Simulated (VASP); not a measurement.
Input:

```yaml
crystal:
  lattice:
    - [3.55000, 0.00000, 0.00000]
    - [0.00000, 3.55000, 0.00000]
    - [0.00000, 0.00000, 3.55000]
  atoms:
    - { symbol: Fe, position: [0.00000, 0.00000, 0.00000], spin: 3.0 }
    - { symbol: Ni, position: [0.00000, 0.50000, 0.50000], spin: 0.7 }
    - { symbol: Ni, position: [0.50000, 0.00000, 0.50000], spin: 0.7 }
    - { symbol: Ni, position: [0.50000, 0.50000, 0.00000], spin: 0.7 }
```

The numbers are results of PBE GGA, VASP's PBE PAW potentials (set 64) (plane waves; VASP), not measurements. Settings: 400 eV cut-off, 8×8×8 Γ-centred mesh, Fermi-Dirac smearing of 0.30 eV, potentials Fe Ni.

Task: What does the run give for the cell moment, energy per atom (σ→0), band gap (on the k-mesh) with the smallest direct gap where there is one?

Result: 
The band gap (on the k-mesh) is none (metal, semimetal or under 0.01 eV) and the cell moment is 4.09 μB. The energy per atom (σ→0) comes out as -6.221 eV/atom.

Task: Give the moment on each site (PAW-sphere projection).

Result: 
```
site  moment (μB)
----  -----------
Fe1          2.67
Ni2          0.48
Ni3          0.48
Ni4          0.48
```

Only differences to runs with the same potentials and settings are physical.

The compound is Ni3Fe in the L1_2 structure. The cell was not relaxed at this level. The run is one of a series of settings (ISMEAR = -1, SIGMA = 0.3 against the base run), some of them coarse on purpose.
